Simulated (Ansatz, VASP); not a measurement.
**BeAu3 in VASP and in Ansatz**

```
Be Au
1.0
     4.02503    0.00000    0.00000
     0.00000    4.02503    0.00000
     0.00000    0.00000    4.02503
Be Au
1 3
Direct
  0.00000 0.00000 0.00000
  0.00000 0.50000 0.50000
  0.50000 0.00000 0.50000
  0.50000 0.50000 0.00000
```

The cell comes from a database or a generator and needn't be the stable form of this composition.

Alike in both runs: task single point; functional PBE; k mesh 6 × 6 × 6; no spin polarisation.

```csv
,VASP,Ansatz
version,VASP 6.6.1,Ansatz 0.2.0
potentials or method,"VASP PAW PBE potentials, release 64 (Be, Au)","plane waves, PAW"
plane-wave cutoff (eV),520,500
occupations,"methfessel-paxton of order 1, width 0.15 eV","cold, width 0.15 eV"
valence electrons in the cell,35,59
```

|  | VASP | Ansatz | Ansatz less VASP |
| --- | --- | --- | --- |
| pressure (GPa) | -2.9 | -2.5 | +0.33 |

The two sets of potentials don't hold the same shells in valence.

Spin-orbit coupling is left out, which matters for the levels of Au.
